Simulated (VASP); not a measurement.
Here is the system:

```
Ho
1.0
    1.79203    -3.01552     0.00000
    1.79203     3.01552     0.00000
    0.00000     0.00000     5.73395
Ho
2
Direct
  0.33333   0.66667   0.25000
  0.68283   0.34950   0.75000
```

Method: PBE GGA, VASP's PBE PAW potentials (set 64) (plane waves; VASP 6.6.1). Run with 400 eV cut-off, 11×11×6 Γ-centred mesh, Gaussian smearing of 0.010 eV, potentials Ho_3.

The 4f electrons are frozen in the core of the lanthanide potential, so 4f levels, which can set the real gap, and their magnetism are missing.

Task: Which forces act on the atoms, in eV/Å?

Result: 
| atom | Fx | Fy | Fz |
|---|---|---|---|
| Ho1 | 0.086 | 0.038 | 0.000 |
| Ho2 | -0.086 | -0.038 | 0.000 |

Task: Give the stress tensor in GPa (positive for a compressed cell).

Result: 
```
 0.43  -0.19   0.00
-0.19   2.25   0.00
 0.00   0.00  -1.28
```
The pressure is its mean diagonal, 0.46 GPa.

The compound is Ho in the hcp structure. The cell was not relaxed at this level, atoms are displaced from their ideal sites. The run is one of a series of settings (ISMEAR = 0, SIGMA = 0.01 against the base run), some of them coarse on purpose.
